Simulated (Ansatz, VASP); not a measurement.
# BN: VASP beside Ansatz, part 2 of 3

Aim: how closely do two programs agree when they are given the same cell, functional and k mesh? The cell is taken from a series of runs on this material, whose earlier steps may have relaxed, scaled, displaced or heated it; both programs get it as it stands.

VASP 6.6.1 and Ansatz 0.2.0.

So far: The structure; VASP: zone-centre phonons, PBE, pair 1.

## Step 3: Ansatz: zone-centre phonons, PBE, pair 1

Level of this step: Ansatz beside VASP: Kohn-Sham DFT, plane waves, PBE (Ansatz).

Ansatz runs on its PAW soft_1 files.

The same cell, functional and mesh now go to Ansatz, which takes its cutoff from its data sets.

input.yaml

```yaml
crystal:
  lattice:
    - [0.0, 1.7495081177, 1.7495081177]
    - [1.7495081177, 0.0, 1.7495081177]
    - [1.7495081177, 1.7495081177, 0.0]
  atoms:
    - { symbol: B, position: [0.0, 0.0, 0.0] }
    - { symbol: "N", position: [0.25, 0.25, 0.25] }
kpoints:
  mp_grid: { grid: [12, 12, 12] }
hamiltonian:
  xc: pbe
  pseudopotentials: { kind: paw, azcp: { folder: soft_1 } }
scf:
  occupations: { method: fixed }
output:
  eigenvalues: true
phonons:
  method: dfpt
  dielectric: true
  rigid_motions: translations
```

Launch:

```sh
$ ansatz run input.yaml --threads 4 --pin off --max-ram 10240MiB --backend cpu --events-out ev --progress --plain --runs-dir out
```

Numbers of over 12 decimals in the logs are rounded to 6 here.

Output:

```text
Engine: ansatz 0.2.0, aarch64-unknown-linux-gnu
Pseudopotentials: kind: paw
Pseudopotential: B, paw, valence charge 3, recommended cutoff 420 eV (normal), soft_1/B.paw.azcp
Pseudopotential: N, paw, valence charge 5, recommended cutoff 420 eV (normal), soft_1/N.paw.azcp
Functional definition: PBE
  parameter kappa = 0.804
  parameter beta = 0.066725
  exchange = pbe_x(kappa = kappa, mu = beta*pi^2/3)
  correlation = pbe_c(beta = beta)
Crystal: 2 atoms, lattice volume = 10.710 Å³
Basis set: ecut = 420 eV, 181 PW (Γ), exchange–correlation on 36×36×36 points (8 copies of the dense FFT grid, shifted against one another)
Bands: 8, of which v1, the nominal top of the filled ones, is band 4 counted from 1 (3 counted from 0)
Symmetry: 24 space group operations
k-points: 280 of 1728 (irreducible under 4 space group operations, time reversal used)
Non-local potential: B, projectors of the file, l = 0: 2, l = 1: 2, l = 2: 1
Non-local potential: N, projectors of the file, l = 0: 2, l = 1: 2, l = 2: 1
PAW form: soft (Blöchl's): semilocal exchange-correlation on the pseudo side does not see the compensation charge
PAW one-centre angular grid: B, 110 points (default); XC on 64 Gauss nodes
PAW one-centre angular grid: N, 110 points (default); XC on 64 Gauss nodes
Initial density: superposition of atomic densities (chi_scale 0.1, normalization cell, long waves kept (reshape's long-wave potential 0.00 eV rms))
Initial wavefunctions: pseudopotential atomic-orbital guess
Functional: x = pbe(κ = 0.804, μ = 0.219515), c = pbe(β = 0.066725)
SCF iter   1: F=—  HF=-542.931528 eV  |F-HF|=—  |Δ(HF+E_count)|=         —  Δρ=1.69e-1  dr2=2.35e0  ethr=3.10e-3  ⟨swp⟩=3.9  Hψ=12759  notcnv=0  defer=438
preconditioner: auto → none  [insulator: Δε(μ)=6.002 eV  Ē_g=21.808 eV  n_scr=0 (ndim 8)  ℏωp=32.1 eV  f_vac=0.000  ε∞_Penn≈3.2]
SCF iter   2: F=—  HF=-542.175289 eV  |F-HF|=—  |Δ(HF+E_count)|=   7.56e-1  Δρ=6.77e-2  dr2=2.64e-1  ethr=3.10e-3  ⟨swp⟩=2.0  Hψ=6606  notcnv=0  defer=66
SCF iter   3: F=—  HF=-542.121012 eV  |F-HF|=—  |Δ(HF+E_count)|=   5.43e-2  Δρ=2.44e-2  dr2=3.61e-2  ethr=3.10e-3  ⟨swp⟩=2.7  Hψ=3367  notcnv=0  defer=481
SCF iter   4: F=—  HF=-542.117839 eV  |F-HF|=—  |Δ(HF+E_count)|=   3.17e-3  Δρ=3.03e-3  dr2=3.17e-4  ethr=4.51e-4  ⟨swp⟩=3.0  Hψ=3936  notcnv=0  defer=544
SCF iter   5: F=—  HF=-542.117992 eV  |F-HF|=—  |Δ(HF+E_count)|=   1.53e-4  Δρ=2.32e-4  dr2=2.47e-6  ethr=3.97e-6  ⟨swp⟩=3.0  Hψ=3619  notcnv=0  defer=549
SCF iter   6: F=—  HF=-542.117992 eV  |F-HF|=—  |Δ(HF+E_count)|=   2.39e-7  Δρ=1.69e-5  dr2=7.30e-9  ethr=3.09e-8  ⟨swp⟩=2.4  Hψ=3316  notcnv=0  defer=26
SCF iter   7: F=—  HF=-542.117992 eV  |F-HF|=—  |Δ(HF+E_count)|=   2.99e-7  Δρ=1.60e-6  dr2=2.11e-10  ethr=9.12e-11  ⟨swp⟩=2.0  Hψ=3330  notcnv=0  defer=7
SCF iter   8: F=-542.117992 eV  HF=-542.117992 eV  |F-HF|=0.00e0  |Δ(HF+E_count)|=  4.87e-11  Δρ=1.18e-7  dr2=8.48e-13  ethr=1.25e-12  ⟨swp⟩=6.2  Hψ=11164  notcnv=0
SCF 1 converged in 8 iterations: F = -542.117992 eV  dr2 = 8.48e-13
  greatest PAW one-centre occupation: 0.799 electrons in one spin orbital (limit 2), on the N atom at site 1 (counted from 0), in its partial waves of l = 0
NSCF: frozen V_eff on 1 k-points
DFPT response loops at Γ: preconditioner auto → none (the input reference at scf.mixing.eps_inf says where Resta's filter doesn't serve); β = 0.50; Broyden in place of MSR1
SCF converged after 8 iterations
Free energy (F): -542.117992 eV
Harris-Foulkes:  -542.117992 eV  (|F-HF|=0.00e0)
Internal energy: -542.117992 eV  (E = F + TS)
E sigma→0 (E₀):  -542.117992 eV
Fermi energy:    12.810174 eV
--- Per-component energies (eV) ---
  E_band       = 35.363795
  E_kinetic    = 189.663366
  E_local      = -148.721526  (includes V_loc(G=0)·N_el)
  E_nonlocal   = 42.667716
  E_hartree    = 46.520810
  E_xc         = -94.685568
  E_vxc        = -117.200930  (∫ρ·V_xc dr)
  E_paw        = -207.299506  (= ΣΔE_a)
  E_vpaw       = -24.087375  (= ΣTr[D̂ρ^β])
  E_aug_tail   = 0.000933  (compensation charges beyond the density's cutoff)
  E_ewald      = -370.264217
  E_smearing   = -0.000000  (= −TS)
  E_closure    = -0.000000  (closes the sum)
  Σ components = -542.117992   (vs F -542.117992, Δ=0.00e0)
--- Band table (eV; the first three rows and the last of 280) ---
  k-point 0: bands = ["-8.5780", "12.8102", "12.8102", "12.8102", "22.1048", "22.1048", "22.1048", "24.7651"]
  k-point 1: bands = ["-8.3953", "11.8338", "12.6085", "12.6085", "22.4100", "22.4100", "22.4371", "25.2703"]
  k-point 2: bands = ["-7.8529", "9.5824", "12.1207", "12.1207", "22.9857", "23.1116", "23.1116", "26.4919"]
  k-point 279: bands = ["-1.9831", "4.7871", "5.0763", "5.5874", "22.8386", "27.3130", "27.9079", "29.0419"]
--- Phonons (Γ-DFPT): 2 representative perturbations + reference, on 280 of 1728 k-points (Σ response iterations 6) ---
  k mesh reduced under 4 symmetry operations, with k and −k counted as one. Each operation leaves every solved perturbation unchanged. A smaller set is not considered because the run solves the response to a homogeneous field
  ASR residual: 4.449e-5 → 0.000e0 eV/Å²; symmetrization residual: 4.386e-7 eV/Å²
  ASR residual per site (eV/Å²): 2.85e-6 4.45e-5
  Γ frequencies (cm⁻¹): 0.00 0.00 0.00 1165.60 1165.60 1165.60
  ε∞ (high-frequency dielectric tensor):
        4.520493     0.000000     0.000000
       -0.000000     4.520493     0.000000
        0.000000     0.000000     4.520493
  ε⁰ (static dielectric tensor: ions relaxed, cell fixed):
        6.445762     0.000000     0.000000
       -0.000000     6.445762     0.000000
       -0.000000     0.000000     6.445762
  ε⁰ − ε∞ (ionic part):
        1.925269    -0.000000    -0.000000
       -0.000000     1.925269     0.000000
       -0.000000     0.000000     1.925269
  softest optical mode at Γ: 1165.60 cm⁻¹; the repairs (sum rule, projections) moved no ω² at Γ by more than (0.96 cm⁻¹)²
  Born effective charges Z* (e; rows j = field, columns β = displacement):
    site 0:
         1.86373   -0.00000    0.00000
         0.00000    1.86373    0.00000
        -0.00000   -0.00000    1.86373
    site 1:
        -1.86373    0.00000    0.00000
        -0.00000   -1.86373   -0.00000
         0.00000    0.00000   -1.86373
  Z* charge neutrality: 4.288e-6 e pre-enforcement
  k-mesh period / interband length: 29.7 Å / 1.26 Å = 23.49 at k = (0.0000, -0.5000, -0.5000), direct gap 9.977 eV — 14 or more, which is no proof of convergence
  optical modes at Γ without the LO–TO term, one row a degenerate level:
      ω (cm⁻¹)  modes    IR ((D/Å)²/amu)
       1165.60      3            39.4031
  optical modes at Γ + LO–TO along q̂ = [1.0000, 0.0000, 0.0000]:
      ω (cm⁻¹)  modes    IR ((D/Å)²/amu)
       1165.60      2            26.2687
       1391.85      1            13.1344
  optical modes at Γ + LO–TO along q̂ = [0.0000, 1.0000, 0.0000]:
      ω (cm⁻¹)  modes    IR ((D/Å)²/amu)
       1165.60      2            26.2687
       1391.85      1            13.1344
  optical modes at Γ + LO–TO along q̂ = [0.0000, 0.0000, 1.0000]:
      ω (cm⁻¹)  modes    IR ((D/Å)²/amu)
       1165.60      2            26.2687
       1391.85      1            13.1344
```

## Step 4: Comparison

Known differences besides the potentials themselves: fixed occupations in Ansatz, narrow Gaussian smearing in VASP; the cutoff is 420 eV in Ansatz and 600 eV in VASP. Total energies have different zeros and are not compared.

The two programs side by side:

```csv
quantity,Ansatz,VASP,difference
ε∞ xx,4.52,4.52,-0.01 %
ε∞ yy,4.52,4.52,-0.01 %
ε∞ zz,4.52,4.52,-0.01 %
Born charge of B1 (mean of the diagonal) (e),1.86,1.86,0.00
Born charge of N2 (mean of the diagonal) (e),-1.86,-1.86,0.00
optical mode 1 to 3 (cm⁻¹),1165.6,1168.7,-0.26 %
```

Modes are paired by rising frequency, not by their patterns, so a pair may set unlike modes beside each other; they are those without the splitting of longitudinal modes.

## Step 5: VASP: zone-centre phonons, PBE, pair 2

Second derivatives magnify differences that forces hide, and they need a tight electronic threshold. The cell compared in this pair holds 10.95 Å³, against 10.71 Å³ for the pair before.

INCAR

```
SYSTEM = BN
PREC = Accurate
ENCUT = 600
EDIFF = 1E-08
NELM = 120
ISMEAR = 0
SIGMA = 0.01
LREAL = .FALSE.
ALGO = Normal
GGA = PE
NBANDS = 10
LORBIT = 11
LWAVE = .FALSE.
LCHARG = .FALSE.
ISIF = 2
IBRION = 8
LEPSILON = .TRUE.
LASPH = .TRUE.
GGA_COMPAT = .FALSE.
EFERMI = MIDGAP
KPAR = 2
```

POSCAR

```
BN
1.0
    0.0000000000      1.7623726100      1.7623726100
    1.7623726100      0.0000000000      1.7623726100
    1.7623726100      1.7623726100      0.0000000000
B N
1 1
Direct
    0.0000000000      0.0000000000      0.0000000000
    0.2500000000      0.2500000000      0.2500000000
```

KPOINTS

```
Automatic mesh
0
Gamma
12 12 12
0 0 0
```

The projector-augmented-wave data sets are B and N (PBE family, release 64).

Launch:

```sh
$ mpirun -np 2 vasp_std
```

Output:

```text
[... set-up lines as in an earlier step ...]
 entering main loop
       N       E                     dE             d eps       ncg     rms          rms(c)
DAV:   1     0.148862113508E+02    0.14886E+02   -0.56088E+03  1464   0.899E+02
DAV:   2    -0.178273571188E+02   -0.32714E+02   -0.32015E+02  1676   0.200E+02
DAV:   3    -0.184419585787E+02   -0.61460E+00   -0.61259E+00  1678   0.234E+01
DAV:   4    -0.184427910265E+02   -0.83245E-03   -0.83243E-03  1600   0.903E-01
[...]
DAV:  11    -0.173492000144E+02   -0.42738E-05   -0.69201E-06  1698   0.238E-02    0.926E-03
DAV:  12    -0.173492000402E+02   -0.25850E-07   -0.12679E-06  1666   0.892E-03    0.622E-04
DAV:  13    -0.173492000487E+02   -0.85040E-08   -0.23228E-08  1604   0.160E-03
   1 F= -.17349200E+02 E0= -.17349200E+02  d E =0.000000E+00
 Linear response reoptimize wavefunctions to high precision
DAV:   1    -0.173492000614E+02   -0.12667E-07   -0.17081E-09  1602   0.402E-04
DAV:   2    -0.173492000614E+02    0.82991E-11   -0.48415E-12   856   0.248E-05
 Linear response G [H, r] |phi>, progress :
  Direction:   1
[...]
RMM:  11    -0.374233041184E-01   -0.41569E-07    0.28300E-06  6214   0.222E-05    0.739E-08
 first order change of Fermi-energy  -0.32148E+01
 force on displaced ion       1 direction 1 : -29.096   0.000   0.000
 Born effective charge ion    1 direction 1 :   1.872   0.000   0.000
 Linear response progress:
  Degree of freedom:   2/  2
       N       E                     dE             d eps       ncg     rms          rms(c)
RMM:   1    -0.234171167460E+00   -0.23417E+00    0.11851E-01 11647   0.338E+00
RMM:   2    -0.228638068976E+00    0.55331E-02   -0.19281E-03  8569   0.540E-01    0.243E-01
RMM:   3    -0.229823281738E+00   -0.11852E-02   -0.42189E-04  8305   0.175E-01    0.130E-01
RMM:   4    -0.232183959117E+00   -0.23607E-02   -0.42859E-04  8030   0.175E-01    0.256E-02
[...]
RMM:  10    -0.232292210669E+00    0.10609E-09    0.11051E-06  8969   0.400E-05    0.887E-07
RMM:  11    -0.232292223208E+00   -0.12540E-07    0.10627E-06  8434   0.394E-05    0.162E-07
RMM:  12    -0.232292222162E+00    0.10459E-08    0.10887E-06  5857   0.381E-05    0.538E-08
 first order change of Fermi-energy   0.32151E+01
 force on displaced ion       2 direction 1 : -29.091  -0.000  -0.000
 Born effective charge ion    2 direction 1 :  -1.871   0.000   0.000
 Born effective charges drift removed
 Linear response finished
```

Parts of OUTCAR (step 5):

```text
  Total        2.4973222      2.4973222      2.4973222      0.0000000      0.0000000     -0.0000000
  in kB      365.4786045    365.4786045    365.4786045      0.0000000      0.0000000     -0.0000000
  external PRESSURE =     365.4786045 kB  Pullay stress =       0.0000000 kB

 POSITION                                       TOTAL-FORCE (eV/Angst)
 -----------------------------------------------------------------------------------
      0.00000      0.00000      0.00000         0.000000     -0.000000     -0.000000
      0.88119      0.88119      0.88119        -0.000000      0.000000      0.000000
 -----------------------------------------------------------------------------------
    total drift:                                0.000000      0.000000      0.000000

 MACROSCOPIC STATIC DIELECTRIC TENSOR (including local field effects in DFT)
 ------------------------------------------------------
           4.537791     0.000000     0.000000
           0.000000     4.537791    -0.000000
           0.000000     0.000000     4.537791
 ------------------------------------------------------

 MACROSCOPIC STATIC DIELECTRIC TENSOR IONIC CONTRIBUTION
 ------------------------------------------------------
           1.989533     0.000000     0.000000
           0.000000     1.989533     0.000000
           0.000000     0.000000     1.989533
 ------------------------------------------------------

[... 1 part as in an earlier step ...]

[... 1 further part left out ...]
```

## Step 6: Ansatz: zone-centre phonons, PBE, pair 2

The same cell, functional and mesh now go to Ansatz, which takes its cutoff from its data sets.

The cell is taken from a series of runs on this material, whose earlier steps may have relaxed, scaled, displaced or heated it; both programs get it as it stands.

input.yaml, the sections that differ from step 3:

```yaml
crystal:
  lattice:
    - [0.0, 1.76237261, 1.76237261]
    - [1.76237261, 0.0, 1.76237261]
    - [1.76237261, 1.76237261, 0.0]
  atoms:
    - { symbol: B, position: [0.0, 0.0, 0.0] }
    - { symbol: "N", position: [0.25, 0.25, 0.25] }
# kpoints, hamiltonian, scf, output, phonons: as in step 3
```

Launch:

```sh
$ ansatz run input.yaml --threads 4 --pin off --max-ram 10240MiB --backend cpu --events-out ev --progress --plain --runs-dir out
```

Output:

```text
[...]
Crystal: 2 atoms, lattice volume = 10.948 Å³
Basis set: ecut = 420 eV, 181 PW (Γ), exchange–correlation on 36×36×36 points (8 copies of the dense FFT grid, shifted against one another)
Bands: 8, of which v1, the nominal top of the filled ones, is band 4 counted from 1 (3 counted from 0)
Symmetry: 24 space group operations
k-points: 280 of 1728 (irreducible under 4 space group operations, time reversal used)
[...]
optical modes at Γ + LO–TO along q̂ = [1.0000, 0.0000, 0.0000]:
      ω (cm⁻¹)  modes    IR ((D/Å)²/amu)
[...]
optical modes at Γ + LO–TO along q̂ = [0.0000, 1.0000, 0.0000]:
      ω (cm⁻¹)  modes    IR ((D/Å)²/amu)
       1135.29      2            26.5658
       1363.51      1            13.2829
  optical modes at Γ + LO–TO along q̂ = [0.0000, 0.0000, 1.0000]:
      ω (cm⁻¹)  modes    IR ((D/Å)²/amu)
       1135.29      2            26.5658
       1363.51      1            13.2829
[key lines of the parts left out:]
SCF converged after 8 iterations
Free energy (F): -542.179816 eV
Fermi energy:    12.430579 eV
```

## Step 7: Side by side

The two programs side by side:

```csv
quantity,Ansatz,VASP,difference
ε∞ xx,4.54,4.54,+0.00 %
ε∞ yy,4.54,4.54,+0.00 %
ε∞ zz,4.54,4.54,+0.00 %
Born charge of B1 (mean of the diagonal) (e),1.87,1.87,0.00
Born charge of N2 (mean of the diagonal) (e),-1.87,-1.87,0.00
optical mode 1 to 3 (cm⁻¹),1135.3,1138.8,-0.31 %
```

Modes are paired by rising frequency, not by their patterns, so a pair may set unlike modes beside each other; they are those without the splitting of longitudinal modes.

(Continued in part 3 of 3.)

[Lines on the potential files, build, host, timing and source positions are cut from VASP's logs without a mark.]

[Logs are printed without paths, hosts, clocks, repeated set-up lines and the standing remarks that a program may print on its own settings, such as how far it seeks lower states.]

[Hosts, paths, dates, database ids (printed as entryN), source tags and the programs' standing remarks are cut or masked in the printed files.]
